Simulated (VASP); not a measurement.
# Core-hole spectrum of RaF2

Wanted: the near-edge structure of RaF2. The cell has space group Fm-3m. The start is a cell from a database of measured crystal structures.

Program: VASP 6.6.1. Level of theory: PBE; plane waves and PAW (F, Ra_sv, F), in the first sound run; inputs show where later runs differ. Results are calculated unless marked as measured.

The database entry behind the starting cell is an old determination (1936), so it need not match the best structure at ambient conditions.

**1. The structure**

The structure is cubic, space group Fm-3m (No. 225). The conventional cell has a = 6.368 Å, b = 6.368 Å, c = 6.368 Å, α = 90.00°, β = 90.00°, γ = 90.00°. Nearest to F lie 4 Ra at 2.76 Å. Ra has 8 F at 2.76 Å nearest. Farther neighbours and most contacts between anions are not listed.

**2. Supercell without a hole**

The cell without a hole gives, with ICORELEVEL = 1, the Kohn-Sham core levels of the initial state. It is a supercell, which puts a hole 9.0 Å from its nearest image.

Contents of INCAR:

```
SYSTEM = RaF2
PREC = Accurate
ENCUT = 400
EDIFF = 1E-05
NELM = 100
ISMEAR = 0
SIGMA = 0.05
LREAL = Auto
ALGO = Fast
GGA = PE
NBANDS = 120
LWAVE = .FALSE.
LCHARG = .FALSE.
NCORE = 8
ICORELEVEL = 1
```

Contents of POSCAR:

```
RaF2
1.0
    0.0000000000      6.3680000000      6.3680000000
    6.3680000000      0.0000000000      6.3680000000
    6.3680000000      6.3680000000      0.0000000000
F Ra F
1 8 15
Direct
    0.3750000000      0.3750000000      0.3750000000
    0.0000000000      0.0000000000      0.0000000000
    0.0000000000      0.0000000000      0.5000000000
    0.0000000000      0.5000000000      0.0000000000
    0.0000000000      0.5000000000      0.5000000000
    0.5000000000      0.0000000000      0.0000000000
    0.5000000000      0.0000000000      0.5000000000
    0.5000000000      0.5000000000      0.0000000000
    0.5000000000      0.5000000000      0.5000000000
    0.3750000000      0.3750000000      0.8750000000
    0.3750000000      0.8750000000      0.3750000000
    0.3750000000      0.8750000000      0.8750000000
    0.8750000000      0.3750000000      0.3750000000
    0.8750000000      0.3750000000      0.8750000000
    0.8750000000      0.8750000000      0.3750000000
    0.8750000000      0.8750000000      0.8750000000
    0.1250000000      0.1250000000      0.1250000000
    0.1250000000      0.1250000000      0.6250000000
    0.1250000000      0.6250000000      0.1250000000
    0.1250000000      0.6250000000      0.6250000000
    0.6250000000      0.1250000000      0.1250000000
    0.6250000000      0.1250000000      0.6250000000
    0.6250000000      0.6250000000      0.1250000000
    0.6250000000      0.6250000000      0.6250000000
```

Contents of KPOINTS:

```
Automatic mesh
0
Gamma
2 2 2
0 0 0
```

PAW data sets: F, Ra_sv and F (PBE family, release 64).

Command:

```bash
$ mpirun -np 8 vasp_std
```

What it wrote:

```text
[banner, memory and clock lines left out]
running    8 mpi-ranks, on    1 nodes
 distrk:  each k-point on    8 cores,    1 groups
 distr:  one band on    8 cores,    1 groups

 POSCAR found type information on POSCAR F RaF
 POSCAR found :  3 types and      24 ions
|                                                                             |
|           W    W    AA    RRRRR   N    N  II  N    N   GGGG   !!!           |
|           W    W   A  A   R    R  NN   N  II  NN   N  G    G  !!!           |
|           W    W  A    A  R    R  N N  N  II  N N  N  G       !!!           |
|           W WW W  AAAAAA  RRRRR   N  N N  II  N  N N  G  GGG   !            |
|           WW  WW  A    A  R   R   N   NN  II  N   NN  G    G                |
|           W    W  A    A  R    R  N    N  II  N    N   GGGG   !!!           |
|                                                                             |
|     For optimal performance we recommend to set                             |
|       NCORE = 2 up to number-of-cores-per-socket                            |
|     NCORE specifies how many cores store one orbital (NPAR=cpu/NCORE).      |
|     This setting can greatly improve the performance of VASP for DFT.       |
|     The default, NCORE=1 might be grossly inefficient on modern             |
|     multi-core architectures or massively parallel machines. Do your        |
|     Unfortunately you need to use the default for GW and RPA                |
|     calculations (for HF NCORE is supported but not extensively tested      |
|     yet).                                                                   |
|                                                                             |

 LDA part: xc-table for (Slater+PW92), standard interpolation
 POSCAR, INCAR and KPOINTS ok, starting setup
 FFT: planning ... GRIDC
 FFT: planning ... GRID_SOFT
 FFT: planning ... GRID
 WAVECAR not read
 entering main loop
       N       E                     dE             d eps       ncg     rms          rms(c)
DAV:   1     0.205201774205E+04    0.20520E+04   -0.76438E+04   720   0.120E+03
DAV:   2     0.802484628235E+02   -0.19718E+04   -0.19284E+04   936   0.373E+02
DAV:   3    -0.137349609294E+03   -0.21760E+03   -0.21585E+03   880   0.142E+02
DAV:   4    -0.144606909221E+03   -0.72573E+01   -0.72362E+01   888   0.297E+01
DAV:   5    -0.145052798421E+03   -0.44589E+00   -0.44577E+00  1152   0.561E+00    0.294E+01
RMM:   6    -0.130213103602E+03    0.14840E+02   -0.61356E+01   797   0.186E+01    0.148E+01
RMM:   7    -0.130645639555E+03   -0.43254E+00   -0.89307E+00   877   0.512E+00    0.164E+01
RMM:   8    -0.130800675565E+03   -0.15504E+00   -0.18326E+00   988   0.270E+00    0.186E+01
RMM:   9    -0.133951902206E+03   -0.31512E+01   -0.13421E+01  1111   0.700E+00    0.310E+01
RMM:  10    -0.130877556981E+03    0.30743E+01   -0.23111E+01  1172   0.112E+01    0.151E+01
RMM:  11    -0.132176055831E+03   -0.12985E+01   -0.44534E+00  1022   0.490E+00    0.237E+01
RMM:  12    -0.130872457277E+03    0.13036E+01   -0.50938E+00   993   0.536E+00    0.494E+00
RMM:  13    -0.131151791988E+03   -0.27933E+00   -0.28566E+00   998   0.373E+00    0.990E+00
RMM:  14    -0.131041133848E+03    0.11066E+00   -0.11621E-01   869   0.110E+00    0.901E+00
RMM:  15    -0.130884897982E+03    0.15624E+00   -0.62056E-01   948   0.186E+00    0.244E+00
RMM:  16    -0.130880966827E+03    0.39312E-02   -0.78330E-02   896   0.626E-01    0.300E-01
RMM:  17    -0.130882230260E+03   -0.12634E-02   -0.49580E-03   847   0.280E-01    0.394E-01
RMM:  18    -0.130885259252E+03   -0.30290E-02   -0.68214E-03   839   0.202E-01    0.910E-01
RMM:  19    -0.130882216977E+03    0.30423E-02   -0.54672E-03   840   0.198E-01    0.486E-01
RMM:  20    -0.130881834998E+03    0.38198E-03   -0.55541E-03   907   0.169E-01    0.194E-02
RMM:  21    -0.130881878592E+03   -0.43593E-04   -0.35903E-04   824   0.597E-02    0.193E-02
RMM:  22    -0.130881890621E+03   -0.12030E-04   -0.12383E-04   802   0.247E-02    0.448E-02
RMM:  23    -0.130881891709E+03   -0.10876E-05   -0.13599E-05   554   0.120E-02
   1 F= -.13088189E+03 E0= -.13088189E+03  d E =-.112111E-12
```

Wall time 64 s (8 MPI ranks of AMD EPYC 7R43, shared host); peak memory 1.3 GiB.

The logs omit lines about the potential files and the build; timing stands in the text.

OUTCAR, selected parts (step 2):

```text
ion  position               nearest neighbor table
   1  0.375  0.375  0.375-   5 2.76   7 2.76   8 2.76   9 2.76
   2  0.000  0.000  0.000-  12 2.76  14 2.76  15 2.76  18 2.76  19 2.76  21 2.76  17 2.76  16 2.76

  LATTYP: Found a face centered cubic cell.
 ALAT       =    12.7360000000

 Subroutine GETGRP returns: Found 24 space group operations
 (whereof  6 operations were pure point group operations)

The static configuration has the point symmetry C_3v.
 The point group associated with its full space group is T_d .

 Found      3 irreducible k-points:

   k-points           NKPTS =      3   k-points in BZ     NKDIM =      3   number of bands    NBANDS=    120

   dimension x,y,z NGX =    60 NGY =   60 NGZ =   60
   dimension x,y,z NGXF=   120 NGYF=  120 NGZF=  120

   ENCUT  =  400.0 eV  29.40 Ry    5.42 a.u.  14.69 14.69 14.69*2*pi/ulx,y,z

   NELECT =     192.0000    total number of electrons

 k-points in reciprocal lattice and weights: Automatic mesh
   0.00000000  0.00000000  0.00000000       0.125
   0.50000000  0.00000000  0.00000000       0.500
   0.50000000  0.50000000  0.00000000       0.375

 the core state eigenenergies are
   1-  1s   -652.0412
   2-  1s-104171.7250  2s -19132.7529  2p -16109.0689  3s  -4738.9193  3p  -3890.0936
       3d  -3105.7971  4s  -1155.6405  4p   -878.0773  4d   -582.4949  4f   -263.0101
       5s   -232.8678  5p   -150.0740  5d    -59.7453
   3-  1s-104171.7250  2s -19132.7529  2p -16109.0689  3s  -4738.9193  3p  -3890.0936
       3d  -3105.7971  4s  -1155.6405  4p   -878.0773  4d   -582.4949  4f   -263.0101
       5s   -232.8678  5p   -150.0740  5d    -59.7453
   4-  1s-104171.7250  2s -19132.7529  2p -16109.0689  3s  -4738.9193  3p  -3890.0936
       3d  -3105.7971  4s  -1155.6405  4p   -878.0773  4d   -582.4949  4f   -263.0101
       5s   -232.8678  5p   -150.0740  5d    -59.7453
   5-  1s-104171.7250  2s -19132.7529  2p -16109.0689  3s  -4738.9194  3p  -3890.0937
       3d  -3105.7971  4s  -1155.6405  4p   -878.0773  4d   -582.4950  4f   -263.0102
       5s   -232.8678  5p   -150.0740  5d    -59.7453
   6-  1s-104171.7250  2s -19132.7529  2p -16109.0689  3s  -4738.9193  3p  -3890.0936
       3d  -3105.7971  4s  -1155.6405  4p   -878.0773  4d   -582.4949  4f   -263.0101
       5s   -232.8678  5p   -150.0740  5d    -59.7453
   7-  1s-104171.7250  2s -19132.7529  2p -16109.0689  3s  -4738.9194  3p  -3890.0937
       3d  -3105.7971  4s  -1155.6405  4p   -878.0773  4d   -582.4950  4f   -263.0102
       5s   -232.8678  5p   -150.0740  5d    -59.7453
   8-  1s-104171.7250  2s -19132.7529  2p -16109.0689  3s  -4738.9194  3p  -3890.0937
       3d  -3105.7971  4s  -1155.6405  4p   -878.0773  4d   -582.4950  4f   -263.0102
       5s   -232.8678  5p   -150.0740  5d    -59.7453
   9-  1s-104171.7250  2s -19132.7529  2p -16109.0689  3s  -4738.9194  3p  -3890.0937
       3d  -3105.7971  4s  -1155.6405  4p   -878.0773  4d   -582.4950  4f   -263.0102
       5s   -232.8678  5p   -150.0740  5d    -59.7453
  10-  1s   -652.0410
  11-  1s   -652.0410
  12-  1s   -652.0410
  13-  1s   -652.0410
  14-  1s   -652.0410
  15-  1s   -652.0410
  16-  1s   -652.0412
  17-  1s   -652.0408
  18-  1s   -652.0411
  19-  1s   -652.0411
  20-  1s   -652.0411
  21-  1s   -652.0411
  22-  1s   -652.0411
  23-  1s   -652.0411
  24-  1s   -652.0410

 E-fermi :  -0.7448

 k-point     1 :       0.0000    0.0000    0.0000
  band No.  band energies     occupation
    ...
     92      -1.1359      2.00000
     93      -1.1359      2.00000
     94      -1.1359      2.00000
     95      -1.1359      2.00000
     96      -1.1359      2.00000
     97       5.0722      0.00000
     98       6.2759      0.00000
     99       6.2759      0.00000
    100       6.2759      0.00000
    101       8.0101      0.00000
    ...

 k-point     2 :       0.5000    0.0000    0.0000
  band No.  band energies     occupation
    ...
     92      -1.1226      2.00000
     93      -1.1226      2.00000
     94      -1.1226      2.00000
     95      -1.1226      2.00000
     96      -1.1226      2.00000
     97       6.3946      0.00000
     98       6.3947      0.00000
     99       6.7920      0.00000
    100       6.7920      0.00000
    101       6.7920      0.00000
    ...

 k-point     3 :       0.5000    0.5000    0.0000
  band No.  band energies     occupation
    ...
     92      -1.0728      2.00000
     93      -1.0030      2.00000
     94      -1.0030      2.00000
     95      -1.0030      2.00000
     96      -1.0029      2.00000
     97       6.5325      0.00000
     98       6.5325      0.00000
     99       6.6410      0.00000
    100       6.6410      0.00000
    101       7.1344      0.00000
    ...

  Total      -12.3575149    -12.3575149    -12.3575149     -0.0000000     -0.0000000      0.0000000
  in kB      -38.3356266    -38.3356266    -38.3356266     -0.0000000     -0.0000000      0.0000000
  external PRESSURE =     -38.3356266 kB  Pullay stress =       0.0000000 kB

  energy-cutoff  :      400.00
  volume of cell :      516.46
      direct lattice vectors                 reciprocal lattice vectors
     0.000000000  6.368000000  6.368000000    -0.078517588  0.078517588  0.078517588
     6.368000000  0.000000000  6.368000000     0.078517588 -0.078517588  0.078517588
     6.368000000  6.368000000  0.000000000     0.078517588  0.078517588 -0.078517588

 POSITION                                       TOTAL-FORCE (eV/Angst)
 -----------------------------------------------------------------------------------
      4.77600      4.77600      4.77600         0.000000      0.000000      0.000000
      0.00000      0.00000      0.00000        -0.000023     -0.000023     -0.000023
      3.18400      3.18400      0.00000         0.000023      0.000023     -0.000023
      3.18400      0.00000      3.18400         0.000023     -0.000023      0.000023
      6.36800      3.18400      3.18400         0.000023     -0.000023     -0.000023
      0.00000      3.18400      3.18400        -0.000023      0.000023      0.000023
      3.18400      6.36800      3.18400        -0.000023      0.000023     -0.000023
      3.18400      3.18400      6.36800        -0.000023     -0.000023      0.000023
      6.36800      6.36800      6.36800         0.000023      0.000023      0.000023
      7.96000      7.96000      4.77600         0.000000      0.000000      0.000007
      7.96000      4.77600      7.96000         0.000000      0.000007      0.000000
     11.14400      7.96000      7.96000        -0.000007      0.000000      0.000000
      4.77600      7.96000      7.96000         0.000007      0.000000      0.000000
      7.96000     11.14400      7.96000         0.000000     -0.000007      0.000000
      7.96000      7.96000     11.14400         0.000000      0.000000     -0.000007
     11.14400     11.14400     11.14400         0.000000     -0.000000      0.000000
      1.59200      1.59200      1.59200         0.000000      0.000000      0.000000
      4.77600      4.77600      1.59200         0.000000     -0.000000      0.000014
      4.77600      1.59200      4.77600         0.000000      0.000014      0.000000
      7.96000      4.77600      4.77600        -0.000014     -0.000000      0.000000
      1.59200      4.77600      4.77600         0.000014     -0.000000      0.000000
      4.77600      7.96000      4.77600         0.000000     -0.000014      0.000000
      4.77600      4.77600      7.96000         0.000000     -0.000000     -0.000014
      7.96000      7.96000      7.96000         0.000000      0.000000      0.000000
 -----------------------------------------------------------------------------------
    total drift:                                0.000000      0.000000      0.000000

  FREE ENERGIE OF THE ION-ELECTRON SYSTEM (eV)
  ---------------------------------------------------
  free  energy   TOTEN  =      -130.8818917090 eV

  energy  without entropy=     -130.8818917090  energy(sigma->0) =     -130.88189171
```

These are scalar-relativistic Kohn-Sham levels of the ground state, with no core hole, so they are not binding energies.

This step gave:

```
free energy (TOTEN) : -130.8819 eV
Fermi energy        : -0.7448 eV
pressure            : -3.834 GPa
```

The two shallowest core shells; atoms whose shallowest level rounds to another's at 0.01 eV are left out. Core levels, by row:

```csv
atom,shell,level below the valence-band top (eV)
F1,1s,651
Ra2,5p,149.1
Ra2,5d,58.74
```

(Continued in part 2 of 3.)

[Lines on the potential files, build, host, timing and source positions are cut from VASP's logs without a mark.]

[Logs are printed without paths, hosts, clocks, repeated set-up lines and the standing remarks that a program may print on its own settings, such as how far it seeks lower states.]

[Hosts, paths, dates, database ids (printed as entryN), source tags and the programs' standing remarks are cut or masked in the printed files.]
